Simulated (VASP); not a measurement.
Data:

```xyz
1
Lattice="-2.1300 2.1300 2.1300 2.1300 -2.1300 2.1300 2.1300 2.1300 -2.1300" Properties=species:S:1:pos:R:3 pbc="T T T"
Na     0.0000     0.0000     0.0000
```

Calculation: LDA (Ceperley-Alder, Perdew-Zunger), VASP's LDA PAW potentials (set 64) (plane waves; VASP). Run with 400 eV cut-off, 11×11×11 Γ-centred mesh, first-order Methfessel-Paxton smearing of 0.10 eV, potentials Na_pv.

Energy and stress use the plane-wave basis of the starting cell.

The ions, cell shape and volume are relaxed. Give the cell that the relaxation ends in.

```xyz
1
Lattice="-2.0149 2.0149 2.0149 2.0149 -2.0149 2.0149 2.0149 2.0149 -2.0149" Properties=species:S:1:pos:R:3 pbc="T T T"
Na     2.0149     2.0149    -2.0149
```
Space group Im-3m (229), at a tolerance of 0.03 Å.

How do energy and volume change from the first to the last step?

The energy (σ→0) changes by -26.0 meV/atom and the volume by -15.3 %, in 6 ionic steps.

| step | E(σ→0) (eV) | max force (eV/Å) | pressure (GPa) | volume (Å³) |
|---|---|---|---|---|
| 1 | -1.4364 | 0.000 | -1.23 | 38.65 |
| 2 | -1.4479 | 0.000 | -1.01 | 37.02 |
| 3 | -1.4621 | 0.000 | -0.23 | 33.41 |
| 4 | -1.4624 | 0.000 | 0.07 | 32.51 |
| 5 | -1.4625 | 0.000 | -0.06 | 32.72 |
| 6 | -1.4625 | 0.000 | 0.00 | 32.72 |

The compound is Na in the bcc structure. This run relaxes it. Symmetry was kept, so distortions that lower it aren't found.
